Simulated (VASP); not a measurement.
An input for Ansatz (written as the equivalent of a VASP run, and not itself run):

Ansatz 0.2 input:
```yaml
crystal:
  lattice:
    - [4.3256200, 0.0000000, 0.0000000]
    - [0.0000000, 4.3256200, 0.0000000]
    - [0.0000000, 0.0000000, 4.3256200]
  atoms:
    - { symbol: Cs, position: [0.0000000, 0.0000000, 0.0000000] }
    - { symbol: Br, position: [0.5000000, 0.5000000, 0.5000000] }
kpoints:
  mp_grid: { grid: [6, 6, 6] }
hamiltonian:
  xc: pbe
  pseudopotentials: { kind: paw }
scf:
  occupations: { method: gaussian, width: 0.01 }
  max_iter: 100
output: { forces: true, stress: true, eigenvalues: true }
```

Q: Write the VASP files for the same calculation (PBE).

A: This is not unique; one that fits is 
POSCAR:
```
CsBr
1.0
  4.3256200000   0.0000000000   0.0000000000
  0.0000000000   4.3256200000   0.0000000000
  0.0000000000   0.0000000000   4.3256200000
Cs Br
1 1
Cartesian
  0.0000000000   0.0000000000   0.0000000000
  2.1628100000   2.1628100000   2.1628100000
```

**KPOINTS**
```
Automatic mesh
0
Gamma
6 6 6
0 0 0
```

### INCAR
```
SYSTEM=CsBr
PREC=Accurate; ENCUT=300; LREAL=.FALSE.
LASPH=.TRUE.
EDIFF=1E-6; NELM=100; ALGO=Normal
LMAXMIX=4
ISMEAR=0; SIGMA=0.01
GGA=PE
ISIF=2
LWAVE=.FALSE.; LCHARG=.FALSE.
```

POTCAR, in this order: Cs_sv Br (PBE.64 set). Program: vasp_std.

What does not carry over: each code has its own PAW files, so the cut-off isn't converted (ENCUT is set for VASP's; basis.ecutwfc is left out, and Ansatz then takes the one that its files recommend); Ansatz stops its SCF on the density residual and VASP on the energy change (EDIFF).

The structure comes from a computed database's CsBr entry; how it stands against other phases isn't given here. The cell was not relaxed at this level. The run is one of a series of settings (GGA = PE against the base run), some of them coarse on purpose.
